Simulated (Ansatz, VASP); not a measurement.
**Two plane-wave programs on Mg3CdTe2**

INCAR

```
SYSTEM = Mg3CdTe2
  PREC = Accurate
  ENCUT = 600
  EDIFF = 1E-6
  ISMEAR = 0
  SIGMA = 0.1
  LREAL = .False.
  LASPH = .True.
  NELM = 100
  ALGO = Fast
  ISIF = 3
  LWAVE = .False.
  LCHARG = .False.
  GGA = PE
  IBRION = 2
  NSW = 90
  EDIFFG = -0.04
```

The input KPOINTS:

```
Automatic mesh
0
Gamma
  3 3 4
  0 0 0
```

Contents of POSCAR:

```
Mg3CdTe2
1.0
    6.4731979764      0.0000000000      0.0000000000
   -3.2365989882      5.6059538913      0.0000000000
    0.0000000000      0.0000000000      3.9416460017
Mg Cd Te
3 1 2
Direct
    0.5000000000      0.0000000000      0.5000000000
    0.5000000000      0.5000000000      0.5000000000
    0.0000000000      0.5000000000      0.5000000000
    0.0000000000      0.0000000000      0.0000000000
    0.3333333333      0.6666666667      0.0000000000
    0.6666666667      0.3333333333      0.0000000000
```

Input for Ansatz:

```yaml
crystal:
  lattice:
    - [6.4731979764, 0.0, 0.0]
    - [-3.2365989882, 5.6059538913, 0.0]
    - [0.0, 0.0, 3.9416460017]
  atoms:
    - { symbol: Mg, position: [0.5, 0.0, 0.5] }
    - { symbol: Mg, position: [0.5, 0.5, 0.5] }
    - { symbol: Mg, position: [0.0, 0.5, 0.5] }
    - { symbol: Cd, position: [0.0, 0.0, 0.0] }
    - { symbol: Te, position: [0.3333333333, 0.6666666667, 0.0] }
    - { symbol: Te, position: [0.6666666667, 0.3333333333, 0.0] }
basis:
  ecutwfc: 420
kpoints:
  mp_grid: { grid: [3, 3, 4] }
hamiltonian:
  xc: pbe
scf:
  occupations: { method: gaussian, width: 0.1 }
  lower_state_search: "off"
output:
  forces: true
  stress: true
  eigenvalues: true
relax:
  adjacent_minimum: "off"
  f_tol: 0.04
  max_steps: 70
  cell: { stress_tol: 0.4 }
```

Alike in both runs: task relaxation of cell and atoms; functional PBE; k mesh 3 × 3 × 4; occupations gaussian, width 0.1 eV; no spin polarisation.

|  | VASP | Ansatz |
| --- | --- | --- |
| version | VASP 6.6.1 | Ansatz 0.2.0 |
| potentials or method | VASP PAW PBE potentials, release 64 (Mg, Cd, Te) | scalar-relativistic, plane waves, PAW |
| plane-wave cutoff (eV) | 600 | 420 |
| valence electrons in the cell | 30 | 82 |

```csv
,VASP,Ansatz,Ansatz less VASP
"gap on the k mesh at the Fermi level, each at its own relaxed structure (eV)",none,none,-
relaxed volume (Å³/atom),31.55,31.46,-0.093
relaxed cell length with the largest relative difference (Å),7.205,7.192,-0.0132
energy change over the relaxation (meV/atom),-230,-230,-0.4
```

A gap of «none» marks a metal or a gap that the smearing closes. The two sets of potentials don't hold the same shells in valence.

Caveats: the k mesh is coarse (spacing up to 0.40 Å⁻¹), so the values aren't converged; the volume moved by over 15 % at a fixed basis, so the end points are rough (VASP). Spin-orbit coupling is left out, which matters for the levels of Te.
